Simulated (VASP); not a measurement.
**Equation of state of TeS2 under PBE**

It takes space group Fm-3m (No. 225, cubic). Conventional cell: a = 6.554 Å, b = 6.554 Å, c = 6.554 Å, α = 90.00°, β = 90.00°, γ = 90.00°. Te (site symmetry m-3m) has 8 S at 2.84 Å as nearest neighbours. Around S (site symmetry -43m) lie 4 Te at 2.84 Å.

The cell comes from a database or a generator and needn't be the stable form of this composition.

The cell was scaled at fixed shape and fractions and run with VASP, PBE PAW files S, Te, 520 eV; PBE, k mesh 7 × 7 × 7 on the cell of 3 atoms, fermi-dirac occupations of 0.05 eV, no spin polarisation, no spin-orbit coupling. Energies are those that the program minimises, any entropy of the smearing included. For a metal such a mesh isn't converged to the digits shown.

```csv
V (Å³/atom),energy over the lowest row (meV/atom)
22.0559,18.982
22.5252,?
22.9945,1.912
23.4638,0.000
23.9330,1.979
24.4023,7.454
24.8716,16.068
```

Question: Fit the third-order Birch-Murnaghan form, give V0, B0 and B′, and predict the energy left open.

Answer: With y = (V0/V)^(2/3), E = E0 + (9 V0 B0/16) [(y - 1)³ B′ + (y - 1)² (6 - 4y)]. Least squares through the rows shown give V0 = 23.4512 Å³/atom, E0 = 0.009 meV, B0 = 66.06 GPa (1 eV/Å³ = 160.218 GPa) and B′ = 4.05, with a largest miss of 0.010 meV. At V = 22.5252 the form with these constants gives 8.075 meV; the run gave 8.106 meV an atom.
